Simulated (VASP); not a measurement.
# TaN: Cu into a neighbouring Ta vacancy, part 2 of 6

Aim: the barrier for one hop in TaN: Cu into a neighbouring Ta vacancy. The start is a cell from a database of measured crystal structures.

VASP 6.6.1, plane waves and PAW; the level of theory is named at each step.

So far. Step 2 (Relax the host): The run ended after 3 ionic steps, 0.005 eV below its first step, once forces and stress met EDIFFG = -0.02.

## Step 4: Going on with the relaxation

Level of this step: PBEsol, no spin polarisation; plane waves and PAW (Cu, Ta, N) (VASP).

The relaxation goes on from where it stopped.

Contents of INCAR:

```
SYSTEM = Ta25CuN27
PREC = Normal
ENCUT = 400
EDIFF = 1E-05
NELM = 120
ISMEAR = 1
SIGMA = 0.15
LREAL = Auto
ALGO = Fast
GGA = PS
NBANDS = 174
LASPH = .TRUE.
LORBIT = 11
LWAVE = .FALSE.
LCHARG = .FALSE.
KPAR = 6
IBRION = 2
NSW = 60
ISIF = 2
EDIFFG = -0.05
POTIM = 0.25
MAXMIX = 40
ISYM = 0
```

Contents of POSCAR:

```
Ta25CuN27
1.0
    8.7748913130      0.0000000000      0.0000000000
   -4.3874456565      7.5992787924      0.0000000000
    0.0000000000      0.0000000000      8.6056588401
Cu Ta N
1 25 27
Direct
    0.0007848701      0.9990437551      0.3644242277
    0.9996831572      0.9993183204      0.8336157483
    0.9951136477      0.3281636152      0.1681888553
    0.9961374121      0.3294793585      0.5034069994
    0.9961833077      0.3314064508      0.8354686467
    0.9963008819      0.6667674498      0.1670256749
    0.9964786516      0.6666618938      0.5027944367
    0.9967247540      0.6640960814      0.8346348205
    0.3332290568      0.0045351439      0.1674479005
    0.3338524128      0.0051686939      0.5030226529
    0.3353881063      0.0027441748      0.8347020761
    0.3319261293      0.3283129470      0.1676290324
    0.3339787712      0.3299354207      0.5034326640
    0.3343023684      0.3315765545      0.8353762138
    0.3327414489      0.6659828650      0.1676651830
    0.3339372394      0.6668504435      0.5018184440
    0.3330057029      0.6667553935      0.8343147502
    0.6721244663      0.0036319681      0.1680045268
    0.6716466360      0.0039391673      0.5034219054
    0.6673800361      0.0022062295      0.8354224789
    0.6666432278      0.3333124546      0.1689665995
    0.6671583429      0.3339833366      0.5026928113
    0.6661156389      0.3330347509      0.8354470210
    0.6706369490      0.6662469742      0.1677071253
    0.6723339827      0.6675325845      0.5029983308
    0.6677149300      0.6643613317      0.8350849575
    0.2314566157      0.1157643995      0.9944604026
    0.2497964284      0.1251153144      0.3366683111
    0.2348406515      0.1179666972      0.6755629434
    0.2203909265      0.4426812506      0.0030660802
    0.2201621859      0.4412208337      0.3348706569
    0.2214537303      0.4436515836      0.6660693213
    0.2220100449      0.7783185232      0.0022456328
    0.2214711126      0.7801642481      0.3344630549
    0.2221418436      0.7785275691      0.6659112412
    0.5546527039      0.1094815409      0.0040775799
    0.5548095991      0.1085347564      0.3353442997
    0.5551349029      0.1103596693      0.6676238067
    0.5540141348      0.4441354358      0.0040939058
    0.5546450230      0.4463820707      0.3360784662
    0.5554471058      0.4454126998      0.6673936358
    0.5559335493      0.7774091640      0.0028234616
    0.5601403789      0.7799807166      0.3347107086
    0.5575188691      0.7786596098      0.6665846107
    0.8839045858      0.1146007554      0.9946324305
    0.8757258086      0.1242178311      0.3367675216
    0.8823683753      0.1171314837      0.6761933144
    0.8891240666      0.4441929423      0.0039659071
    0.8914275385      0.4455172239      0.3353883084
    0.8895324777      0.4446053366      0.6675243886
    0.8837770600      0.7672985167      0.9944356858
    0.8759165111      0.7497086855      0.3347693921
    0.8836014364      0.7654648620      0.6762846288
```

Contents of KPOINTS:

```
Automatic mesh
0
Gamma
3 3 2
0 0 0
```

Potentials, in the order of the species: Cu, Ta and N (PBE family, release 64).

Command:

```console
mpirun -np 6 vasp_std
```

Log:

```text
[... set-up lines as in an earlier step ...]
 entering main loop
       N       E                     dE             d eps       ncg     rms          rms(c)
DAV:   1     0.138150590046E+04    0.13815E+04   -0.10692E+05  3480   0.120E+03
DAV:   2    -0.461762082806E+03   -0.18433E+04   -0.17281E+04  4076   0.301E+02
DAV:   3    -0.677339328283E+03   -0.21558E+03   -0.20698E+03  4648   0.105E+02
DAV:   4    -0.689764720205E+03   -0.12425E+02   -0.12234E+02  5552   0.294E+01
DAV:   5    -0.690118791882E+03   -0.35407E+00   -0.35025E+00  4520   0.320E+00    0.132E+02
RMM:   6    -0.663414013788E+03    0.26705E+02   -0.71948E+02  4742   0.668E+01    0.687E+01
RMM:   7    -0.603069122335E+03    0.60345E+02   -0.20158E+02  4510   0.418E+01    0.406E+01
RMM:   8    -0.626699421699E+03   -0.23630E+02   -0.34765E+01  4092   0.115E+01    0.189E+01
RMM:   9    -0.616965230656E+03    0.97342E+01   -0.19399E+01  4006   0.158E+01    0.564E+00
RMM:  10    -0.616652970919E+03    0.31226E+00   -0.83434E+00  4636   0.506E+00    0.208E+00
RMM:  11    -0.616620068125E+03    0.32903E-01   -0.12355E+00  4379   0.302E+00    0.237E+00
RMM:  12    -0.616577650733E+03    0.42417E-01   -0.90438E-01  4566   0.159E+00    0.146E+00
RMM:  13    -0.616550608221E+03    0.27043E-01   -0.13487E-01  4290   0.995E-01    0.333E-01
RMM:  14    -0.616556480929E+03   -0.58727E-02   -0.62740E-02  4588   0.412E-01    0.598E-01
RMM:  15    -0.616553943669E+03    0.25373E-02   -0.13847E-02  4636   0.254E-01    0.257E-01
RMM:  16    -0.616553624750E+03    0.31892E-03   -0.78088E-03  4219   0.116E-01    0.126E-01
RMM:  17    -0.616553566847E+03    0.57903E-04   -0.24379E-03  4376   0.104E-01    0.930E-02
RMM:  18    -0.616553521012E+03    0.45834E-04   -0.54205E-04  4215   0.456E-02    0.453E-02
RMM:  19    -0.616553489340E+03    0.31673E-04   -0.14031E-04  3193   0.355E-02    0.160E-02
RMM:  20    -0.616553490768E+03   -0.14283E-05   -0.49926E-05  2494   0.173E-02
   1 F= -.61655349E+03 E0= -.61654460E+03  d E =-.616553E+03
 curvature:   0.00 expect dE= 0.000E+00 dE for cont linesearch  0.000E+00
 trial: gam= 0.00000 g(F)=  0.319E-01 g(S)=  0.000E+00 ort = 0.000E+00 (trialstep = 0.100E+01)
 search vector abs. value=  0.319E-01
 bond charge predicted
       N       E                     dE             d eps       ncg     rms          rms(c)
DAV:   1    -0.616570010527E+03   -0.16521E-01   -0.18871E+00  4240   0.322E+00    0.356E-01
RMM:   2    -0.616572986222E+03   -0.29757E-02   -0.38330E-02  4532   0.543E-01    0.216E-01
RMM:   3    -0.616572870063E+03    0.11616E-03   -0.63141E-03  4485   0.161E-01    0.129E-01
RMM:   4    -0.616572778659E+03    0.91403E-04   -0.16921E-03  4401   0.101E-01    0.637E-02
RMM:   5    -0.616572763385E+03    0.15274E-04   -0.46973E-04  4029   0.439E-02    0.402E-02
RMM:   6    -0.616572757273E+03    0.61120E-05   -0.18292E-04  3837   0.384E-02    0.186E-02
RMM:   7    -0.616572754812E+03    0.24611E-05   -0.46970E-05  2542   0.172E-02
   2 F= -.61657275E+03 E0= -.61656359E+03  d E =-.192640E-01
[...]
3 F= -.61657364E+03 E0= -.61656440E+03  d E =-.201498E-01
[...]
4 F= -.61657975E+03 E0= -.61657074E+03  d E =-.610941E-02
[...]
5 F= -.61658265E+03 E0= -.61657390E+03  d E =-.901337E-02
[...]
6 F= -.61658273E+03 E0= -.61657401E+03  d E =-.908542E-02
 curvature:  -1.47 expect dE=-0.475E-02 dE for cont linesearch -0.136E-07
 trial: gam= 0.44813 g(F)=  0.322E-02 g(S)=  0.000E+00 ort = 0.909E-05 (trialstep = 0.133E+01)
 search vector abs. value=  0.503E-02
 bond charge predicted
       N       E                     dE             d eps       ncg     rms          rms(c)
DAV:   1    -0.616584480660E+03   -0.17566E-02   -0.61543E-01  3648   0.195E+00    0.187E-01
RMM:   2    -0.616585395334E+03   -0.91467E-03   -0.10792E-02  4385   0.322E-01    0.139E-01
RMM:   3    -0.616585326029E+03    0.69305E-04   -0.22689E-03  4334   0.105E-01    0.101E-01
RMM:   4    -0.616585321079E+03    0.49494E-05   -0.60277E-04  4289   0.537E-02    0.890E-02
RMM:   5    -0.616585286593E+03    0.34486E-04   -0.17413E-04  3947   0.369E-02    0.606E-02
RMM:   6    -0.616585282953E+03    0.36403E-05   -0.89739E-05  3149   0.250E-02
   7 F= -.61658528E+03 E0= -.61657681E+03  d E =-.255697E-02
 trial-energy change:   -0.002557  1 .order   -0.002483   -0.004272   -0.000695
 step:   1.5504(harm=  1.5829)  dis= 0.00457  next Energy=  -616.585342 (dE=-0.262E-02)
 reached required accuracy - stopping structural energy minimisation
```

Wall time 24 min (6 MPI ranks of AMD EPYC 7R43, shared host); peak memory 4 GiB; 2.4 h of CPU time.

Parts of OUTCAR (step 4):

```text
 Found     10 irreducible k-points:

   k-points           NKPTS =     10   k-points in BZ     NKDIM =     10   number of bands    NBANDS=    174

   dimension x,y,z NGX =    48 NGY =   48 NGZ =   42
   dimension x,y,z NGXF=    96 NGYF=   96 NGZF=   84

   ENCUT  =  400.0 eV  29.40 Ry    5.42 a.u.  14.31 14.31 14.03*2*pi/ulx,y,z

   NELECT =     271.0000    total number of electrons

 E-fermi :   7.8671

 k-point     1 :       0.0000    0.0000    0.0000
  band No.  band energies     occupation
    ...
    128       7.0154      2.00000
    129       7.0976      2.00000
    130       7.0987      2.00000
    131       7.2313      2.00000
    132       7.8841      0.80934
    133       7.9762      0.06196
    134       7.9765      0.06056
    135       7.9973     -0.01085
    136       7.9980     -0.01278
    137       8.6512     -0.00000
    ...

 k-point     2 :       0.3333   -0.0000    0.0000
  band No.  band energies     occupation
    ...
    132       7.3856      2.00006
    133       7.3980      2.00009
    134       7.7169      2.05058
    135       7.7486      1.97488
    136       7.9037      0.60085
    137       8.1336     -0.03069
    138       8.1746     -0.01357
    139       8.5785     -0.00000
    140       8.8132     -0.00000
    141       9.0213     -0.00000
    ...

  Total      -16.5690527    -16.4749586    -24.1106297      0.0103105      0.1003917     -0.0044843
  in kB      -46.2604670    -45.9977582    -67.3164006      0.0287867      0.2802916     -0.0125201
  external PRESSURE =     -53.1915419 kB  Pullay stress =       0.0000000 kB

  energy-cutoff  :      400.00
  volume of cell :      573.85
      direct lattice vectors                 reciprocal lattice vectors
     8.774891313  0.000000000  0.000000000     0.113961525  0.065795717  0.000000000
    -4.387445656  7.599278792  0.000000000     0.000000000  0.131591435  0.000000000
     0.000000000  0.000000000  8.605658840     0.000000000  0.000000000  0.116202608

 POSITION                                       TOTAL-FORCE (eV/Angst)
 -----------------------------------------------------------------------------------
     -4.38145      7.59506      3.13551        -0.013047      0.022994     -0.009428
      4.38821      7.59765      7.19399        -0.001142     -0.004841      0.006388
      7.29931      2.49831      1.43882        -0.000588      0.015912      0.012834
      7.29928      2.49862      4.32902         0.005662      0.006067      0.003497
      7.29144      2.52391      7.18926         0.005943      0.006765     -0.002173
      5.81626      5.06761      1.43757         0.015025     -0.002245      0.012632
      5.81536      5.07001      4.32751         0.000850     -0.000093      0.010669
      5.83380      5.05021      7.18787         0.006688     -0.008055      0.005681
      2.90400      0.02733      1.43864         0.025768      0.004013      0.001114
      2.90393      0.02921      4.32847         0.002823     -0.002235      0.005062
      2.92902      0.02171      7.18892         0.019647     -0.014149     -0.004295
      1.47708      2.50017      1.43823         0.004348      0.004073      0.018618
      1.47779      2.49985      4.32874         0.002666     -0.003588      0.005018
      1.48401      2.52427      7.18900         0.000390      0.010726     -0.005418
      0.00128      5.06563      1.44690        -0.010739     -0.011828      0.007626
      0.00182      5.06674      4.31959        -0.006148     -0.018689      0.000457
      0.00068      5.06509      7.18470        -0.000370      0.002299     -0.006753
      5.87193      0.02672      1.43938         0.000040      0.002907     -0.001694
      5.87344      0.02924      4.32893         0.001410     -0.017701      0.009092
      5.84657      0.02091      7.18934        -0.004087     -0.011211     -0.003533
      4.38818      2.53078      1.45192         0.006732      0.009108     -0.003799
      4.38867      2.53261      4.31884         0.002531     -0.006630     -0.020266
      4.38806      2.53155      7.18835        -0.000424     -0.000796     -0.015266
      2.96205      5.06848      1.43753        -0.021493     -0.009364      0.014784
      2.96362      5.07028      4.32789        -0.018041     -0.005546      0.006392
      2.94333      5.04996      7.18811        -0.017666     -0.003603      0.006077
      1.52676      0.87970      8.56544         0.023879      0.019835      0.004167
      1.64880      0.95144      2.88403        -0.037192     -0.025500      0.002083
      1.52816      0.88152      5.81916        -0.001232     -0.002968      0.011535
     -0.00027      3.36509      0.03001         0.010278      0.009922     -0.012261
      0.00105      3.34598      2.88399         0.000483     -0.000738     -0.008324
      0.00057      3.36448      5.73719         0.002168      0.001840     -0.009561
     -1.47122      5.91465      0.02964         0.005060     -0.001294     -0.013043
     -1.48760      5.92596      2.88207        -0.002664     -0.010675      0.013206
     -1.47230      5.91698      5.73582         0.001376     -0.011233      0.004160
      4.38822      0.83555      0.03055        -0.005016      0.006745     -0.012610
      4.38933      0.82507      2.88566        -0.007321     -0.004920     -0.005773
      4.38854      0.83734      5.74194        -0.002479     -0.006523     -0.010306
[...]
-----------------------------------------------------------------------------------
    total drift:                               -0.003420      0.009747      0.041481

  FREE ENERGIE OF THE ION-ELECTRON SYSTEM (eV)
  ---------------------------------------------------
  free  energy   TOTEN  =      -616.5852829529 eV

  energy  without entropy=     -616.5598648605  energy(sigma->0) =     -616.57681026

 total charge
# of ion       s       p       d       tot
------------------------------------------
    1        0.421   0.506   9.141  10.068
    2        0.552   0.879   3.459   4.890
    3        0.583   0.987   3.646   5.216
    4        0.582   0.990   3.644   5.216
    5        0.593   1.028   3.748   5.369
    6        0.583   0.988   3.647   5.218
    7        0.581   0.990   3.644   5.215
    8        0.593   1.028   3.748   5.370
    9        0.583   0.987   3.646   5.216
   10        0.582   0.990   3.645   5.217
   11        0.593   1.028   3.748   5.369
   12        0.583   0.988   3.647   5.218
   13        0.582   0.990   3.645   5.217
   14        0.593   1.028   3.748   5.369
   15        0.570   0.964   3.637   5.172
   16        0.569   0.961   3.638   5.169
   17        0.576   0.956   3.644   5.175
   18        0.583   0.987   3.646   5.216
   19        0.582   0.990   3.645   5.216
   20        0.593   1.028   3.748   5.369
   21        0.585   0.993   3.688   5.265
   22        0.584   0.992   3.693   5.269
   23        0.581   0.978   3.713   5.271
   24        0.583   0.988   3.647   5.218
   25        0.582   0.990   3.644   5.216
   26        0.593   1.029   3.749   5.370
   27        1.245   2.435   0.000   3.680
   28        1.246   2.471   0.000   3.716
   29        1.245   2.435   0.000   3.680
   30        1.237   2.443   0.000   3.680
   31        1.235   2.435   0.000   3.671
   32        1.236   2.443   0.000   3.680
   33        1.237   2.443   0.000   3.680
   34        1.235   2.435   0.000   3.671
   35        1.236   2.443   0.000   3.680
   36        1.239   2.449   0.000   3.688
   37        1.238   2.439   0.000   3.677
[...]
--------------------------------------------------
tot         48.463  91.266 100.847 240.576

[... 1 part as in an earlier step ...]

[... 7 further parts left out ...]
```

This run has no spin polarisation, so a moment on Cu, if there is one, isn't seen. Its electron count is odd, so without a moment it is a metal by construction.

Relaxation path:

```tsv
step	energy less that of the first step (eV)	largest force (eV/Å)
1	0.0000	0.3257
2	-0.0193	0.1584
3	-0.0201	0.1439
4	-0.0263	0.0972
5	-0.0292	0.0871
6	-0.0292	0.0941
7	-0.0318	0.0451
```

The atoms that moved most (Å):

```tsv
atom	dx	dy	dz	length
N47	0.020	-0.010	0.001	0.022
N29	-0.015	-0.015	0.005	0.022
Ta2	0.001	0.004	0.020	0.020
N53	-0.007	0.017	-0.001	0.019
N46	-0.006	0.004	-0.013	0.015
N28	0.006	0.001	-0.013	0.014
Ta3	0.007	0.005	-0.009	0.012
Ta18	-0.010	-0.001	-0.006	0.012
```

This step gave:

```yaml
electronic_cycles: 53
electrons: 271
free_energy_toten: -616.5853 eV
energy_at_zero_smearing: -616.5768 eV
fermi_energy: 7.867 eV
```

The run ended after 7 ionic steps, 0.032 eV below its first step, once the forces on the free atoms met EDIFFG = -0.05.

(Continued in part 3 of 6.)

[Lines on the potential files, build, host, timing and source positions are cut from VASP's logs without a mark.]

[Logs are printed without paths, hosts, clocks, repeated set-up lines and the standing remarks that a program may print on its own settings, such as how far it seeks lower states.]

[Hosts, paths, dates, database ids (printed as entryN), source tags and the programs' standing remarks are cut or masked in the printed files.]

[Runs that stopped without an error message from VASP are left out.]
